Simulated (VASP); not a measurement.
The system is HfN.

```
Hf N
1.0
     0.00000    2.25600    2.25600
     2.25600    0.00000    2.25600
     2.25600    2.25600    0.00000
Hf N
1 1
Direct
  0.00000 0.00000 0.00000
  0.50000 0.50000 0.50000
```

```yaml
Program: VASP 6.6.1
Task: relaxation of cell and atoms
Functional: PBE
Potentials_or_basis: VASP PAW PBE potentials, release 64 (Hf_pv, N)
Cutoff: 600 eV
k_mesh: 14 × 14 × 14
Occupations: methfessel-paxton, width 0.1 eV
Spin: no spin polarisation
```

At the start: pressure 4.1 GPa; volume 11.48 Å³/atom.

Q: How do energy, volume and symmetry change on relaxing?

A: Over 3 steps the energy falls by 2.1 meV/atom and the volume is 11.65 Å³/atom (+1.5 %); space group Fm-3m (No. 225, to 0.05 Å).

Step by step:
```tsv
step	energy change (eV)	largest force (eV/Å)	pressure (GPa)	volume (Å³)
1	0.0000	0.0000	4.07	22.96
2	0.0102	0.0000	-6.96	23.95
3	-0.0042	0.0000	-0.02	23.30
```

Final structure:
```cif
data_structure
_symmetry_space_group_name_H-M 'P 1'
_symmetry_Int_Tables_number 1
_cell_length_a 3.2061
_cell_length_b 3.2061
_cell_length_c 3.2061
_cell_angle_alpha 60.000
_cell_angle_beta 60.000
_cell_angle_gamma 60.000
_cell_volume 23.30
loop_
_atom_site_label
_atom_site_type_symbol
_atom_site_fract_x
_atom_site_fract_y
_atom_site_fract_z
_atom_site_occupancy
Hf1 Hf 0.00000 0.00000 0.00000 1
N1 N 0.50000 0.50000 0.50000 1
```
